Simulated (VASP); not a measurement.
RuAl (CsCl type): the formation energy from VASP (plane waves, PAW) at several levels of theory. The references are the elements' solids at the same level; no temperature or zero-point terms are added.

| level | formation energy (eV/atom) |
|---|---|
| LDA | -0.648 |
| PBE | -0.642 |
| PBEsol | -0.628 |
| SCAN | -0.846 |
| r2SCAN | -0.721 |

The cell of the LDA run:

```yaml
crystal:
  lattice:
    - [2.95595, 0.00000, 0.00000]
    - [0.00000, 2.95595, 0.00000]
    - [0.00000, 0.00000, 2.95595]
  atoms:
    - { symbol: Al, position: [0.50000, 0.50000, 0.50000] }
    - { symbol: Ru, position: [0.00000, 0.00000, 0.00000] }
```

Only levels that ran to the end are used. Left out are those held back, those with too coarse a band path, GW runs whose mesh misses a band edge, hybrids' fits of cells that aren't cubic and levels without matching references; a question may draw on a part of the rest.
